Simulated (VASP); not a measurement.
The system is Ga2PN.

```
N Ga P
1.0
     3.53091    0.00000    0.00000
     0.00000    3.53091    0.00000
     0.00000    0.00000    4.95713
N Ga P
1 2 1
Cartesian
  0.0000 0.0000 0.0000
  0.0000 1.7655 3.9299
  1.7655 0.0000 1.0272
  1.7655 1.7655 2.4786
```

The cell was built by a generator and needn't be a form met in nature.

Base run:

* Program: VASP 6.6.1
* Functional: r2SCAN
* Potentials or basis: VASP PAW PBE potentials, release 64 (N, Ga_d, P)
* Cutoff: 520 eV
* k mesh: 6 × 6 × 4
* Occupations: fermi-dirac, width 0.02 eV
* Spin: no spin polarisation

Its results: band gap on the k mesh none (metal or under the smearing width); pressure 0.2 GPa; largest force 0.038 eV/Å.

Task: The run is repeated on the same cell with these changes: functional from r2SCAN to HSE06; k mesh from 6 × 6 × 4 to 4 × 4 × 2. What comes out?

Result: Band gap on the k mesh 0.34 eV, direct; pressure 0.3 GPa; largest force 0.021 eV/Å.

Several settings changed at once, so the effect can't be laid on one alone.

Caveats: some runs use coarse meshes; the PAW data sets were made with another functional, which shifts forces and pressure a little.

